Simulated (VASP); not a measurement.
Calculation: r2SCAN meta-GGA, VASP's PBE PAW potentials (set 64) (plane waves; VASP).

A VASP calculation is set up with these files.

### INCAR
```
SYSTEM = HfO2
PREC = Accurate
ENCUT = 600
EDIFF = 1E-7
NELM = 100
ALGO = Normal
LREAL = .FALSE.
LASPH = .TRUE.
ISMEAR = 0
SIGMA = 0.05
METAGGA = R2SCAN
LMIXTAU = .TRUE.
LMAXMIX = 6
LWAVE = .FALSE.
LCHARG = .FALSE.
ISIF = 2
IBRION = 2
NSW = 30
EDIFFG = -0.01
```

File POSCAR:
```
HfO2
1
    0.0000000000     2.5674440847     2.5674440847
    2.5674440847     0.0000000000     2.5674440847
    2.5674440847     2.5674440847     0.0000000000
Hf O
1 2
Direct
  0.0000000000   0.0000000000   0.0000000000
  0.2500000000   0.2500000000   0.2500000000
  0.7500000000   0.7500000000   0.7500000000
```

File KPOINTS:
```
kpoints
0
Gamma
8 8 8
0 0 0
```

POTCAR, in this order: Hf_pv O (PBE.64 set). Program: vasp_std.

Output of the run:

### OUTCAR
```
 ion  position               nearest neighbor table
   1  0.000  0.000  0.000-   3 2.22   3 2.22   3 2.22   2 2.22   3 2.22   2 2.22   2 2.22   2 2.22
  LATTYP: Found a face centered cubic cell.
 ALAT       =     5.1348881694
 Subroutine PRICEL returns:
 Original cell was already a primitive cell.
 Subroutine GETGRP returns: Found 48 space group operations
The static configuration has the point symmetry O_h .
The dynamic configuration has the point symmetry O_h .
 Subroutine INISYM returns: Found 48 space group operations
 Subroutine IBZKPT returns following result:
 Found     29 irreducible k-points:

 Following reciprocal coordinates:
            Coordinates               Weight
  0.000000  0.000000  0.000000      1.000000
  0.125000  0.000000  0.000000      8.000000
  0.250000  0.000000  0.000000      8.000000
  0.375000  0.000000  0.000000      8.000000
  0.500000  0.000000  0.000000      4.000000
  0.125000  0.125000  0.000000      6.000000
  0.250000  0.125000  0.000000     24.000000
  0.375000  0.125000  0.000000     24.000000
  0.500000  0.125000  0.000000     24.000000
 -0.375000  0.125000  0.000000     24.000000
 -0.250000  0.125000  0.000000     24.000000
 -0.125000  0.125000  0.000000     12.000000
  0.250000  0.250000  0.000000      6.000000
  0.375000  0.250000  0.000000     24.000000
  0.500000  0.250000  0.000000     24.000000
 -0.375000  0.250000  0.000000     24.000000
 -0.250000  0.250000  0.000000     12.000000
  0.375000  0.375000  0.000000      6.000000
  0.500000  0.375000  0.000000     24.000000
 -0.375000  0.375000  0.000000     12.000000
  0.500000  0.500000  0.000000      3.000000
  0.375000  0.250000  0.125000     24.000000
  0.500000  0.250000  0.125000     48.000000
 -0.375000  0.250000  0.125000     24.000000
  0.500000  0.375000  0.125000     24.000000
 -0.375000  0.375000  0.125000     48.000000
 -0.250000  0.375000  0.125000     24.000000
 -0.375000  0.500000  0.125000     12.000000
 -0.250000  0.500000  0.250000      6.000000
   k-points           NKPTS =     29   k-points in BZ     NKDIM =     29   number of bands    NBANDS=     15
   number of dos      NEDOS =    301   number of ions     NIONS =      3
   total plane-waves  NPLWV =  27000
   dimension x,y,z NGX =    30 NGY =   30 NGZ =   30
   dimension x,y,z NGXF=    60 NGYF=   60 NGZF=   60
   ions per type =               1   2
   PREC   = accura    normal or accurate (medium, high low for compatibility)
   ISTART =      0    job   : 0-new  1-cont  2-samecut
   ICHARG =      2    charge: 1-file 2-atom 10-const
   ISPIN  =      1    spin polarized calculation?
   LNONCOLLINEAR =      F non collinear calculations
   LSORBIT =      F    spin-orbit coupling
   INIWAV =      1    electr: 0-lowe 1-rand  2-diag
   ENCUT  =  600.0 eV  44.10 Ry    6.64 a.u.   7.25  7.25  7.25*2*pi/ulx,y,z
   NELM   =    100;   NELMIN=  2; NELMDL= -5     # of ELM steps
   EDIFF  = 0.1E-06   stopping-criterion for ELM
   LREAL  =      F    real-space projection
   NLSPLINE    = F    spline interpolate recip. space projectors
   LMAXMIX     =    6 max onsite mixed and CHGCAR
   VOSKOWN=      0    Vosko Wilk Nusair interpolation
   EDIFFG = -.1E-01   stopping-criterion for IOM
   NSW    =     30    number of steps for IOM
   NBLOCK =      1;   KBLOCK =     30    inner block; outer block
   IBRION =      2    ionic relax: 0-MD 1-quasi-New 2-CG
   NFREE  =      1    steps in history (QN), initial steepest desc. (CG)
   ISIF   =      2    stress and relaxation
   ISYM   =      2    0-nonsym 1-usesym 2-fastsym
   TEIN   =    0.0    initial temperature
   TEBEG  =    0.0;   TEEND  =   0.0 temperature during run
   SMASS  =  -3.00    Nose mass-parameter (am)
   PSTRESS=    0.0 pullay stress
...
```

OSZICAR:
```
       N       E                     dE             d eps       ncg     rms          rms(c)
DAV:   1     0.680612709919E+02    0.68061E+02   -0.14394E+04   870   0.166E+03
DAV:   2    -0.762998258785E+02   -0.14436E+03   -0.14043E+03  1101   0.343E+02
DAV:   3    -0.806916740754E+02   -0.43918E+01   -0.43877E+01  1150   0.585E+01
DAV:   4    -0.807163017250E+02   -0.24628E-01   -0.24624E-01  1059   0.481E+00
DAV:   5    -0.807165397095E+02   -0.23798E-03   -0.23797E-03  1150   0.425E-01    0.477E+01
DAV:   6    -0.680082914382E+02    0.12708E+02   -0.17664E+01  1017   0.317E+01    0.383E+01
DAV:   7    -0.690742269945E+02   -0.10659E+01   -0.20591E+00  1011   0.128E+01    0.238E+01
DAV:   8    -0.679907074021E+02    0.10835E+01   -0.15812E+00   877   0.153E+01    0.236E+00
DAV:   9    -0.682290703235E+02   -0.23836E+00   -0.74820E-01   870   0.109E+01    0.472E+00
DAV:  10    -0.685752295052E+02   -0.34616E+00   -0.88432E-01  1052   0.864E+00    0.314E+00
DAV:  11    -0.684519521487E+02    0.12328E+00   -0.41510E-02   996   0.186E+00    0.177E+00
DAV:  12    -0.684676257440E+02   -0.15674E-01   -0.19785E-02  1038   0.141E+00    0.559E-01
DAV:  13    -0.684667239499E+02    0.90179E-03   -0.10218E-02  1003   0.785E-01    0.474E-01
DAV:  14    -0.684657320875E+02    0.99186E-03   -0.18454E-04   968   0.142E-01    0.513E-01
DAV:  15    -0.684687825848E+02   -0.30505E-02   -0.45862E-03  1059   0.557E-01    0.260E-02
DAV:  16    -0.684688061002E+02   -0.23515E-04   -0.95641E-05   940   0.971E-02    0.845E-03
DAV:  17    -0.684688057051E+02    0.39509E-06   -0.73298E-06  1024   0.339E-02    0.359E-03
DAV:  18    -0.684688067350E+02   -0.10298E-05   -0.14634E-06   996   0.150E-02    0.641E-03
DAV:  19    -0.684688067069E+02    0.28090E-07   -0.32452E-07  1010   0.736E-03
   1 F= -.68468807E+02 E0= -.68468807E+02  d E =-.684688E+02
```

File OUTCAR:
```
------------------------ aborting loop because EDIFF is reached ----------------------------------------
  FORCE on cell =-STRESS in cart. coord.  units (eV):
  Direction    XX          YY          ZZ          XY          YZ          ZX
  --------------------------------------------------------------------------------------
  Total       -3.1437495     -3.1437495     -3.1437495      0.0000000     -0.0000000     -0.0000000
  in kB     -148.8077459   -148.8077459   -148.8077459      0.0000000     -0.0000000     -0.0000000
  external PRESSURE =    -148.8077459 kB  Pullay stress =       0.0000000 kB
  volume of cell :       33.85
      direct lattice vectors                 reciprocal lattice vectors
     0.000000000  2.567444085  2.567444085    -0.194746208  0.194746208  0.194746208
     2.567444085  0.000000000  2.567444085     0.194746208 -0.194746208  0.194746208
     2.567444085  2.567444085  0.000000000     0.194746208  0.194746208 -0.194746208
 POSITION                                       TOTAL-FORCE (eV/Angst)
 -----------------------------------------------------------------------------------
      0.00000      0.00000      0.00000        -0.000000     -0.000000     -0.000000
      1.28372      1.28372      1.28372        -0.000000     -0.000000     -0.000000
      3.85117      3.85117      3.85117         0.000000      0.000000      0.000000
 -----------------------------------------------------------------------------------
    total drift:                                0.000000     -0.000000      0.000000
  FREE ENERGIE OF THE ION-ELECTRON SYSTEM (eV)
  ---------------------------------------------------
  free  energy   TOTEN  =       -68.4688067069 eV

  energy  without entropy=      -68.4688067069  energy(sigma->0) =      -68.46880671

 reached required accuracy - stopping structural energy minimisation
```
(Selected blocks of OUTCAR.)

The compound is HfO2 in the fluorite structure, the high-temperature cubic form, which is unstable at 0 K; the monoclinic form is the stable one. This cell was strained or had an atom moved on purpose.
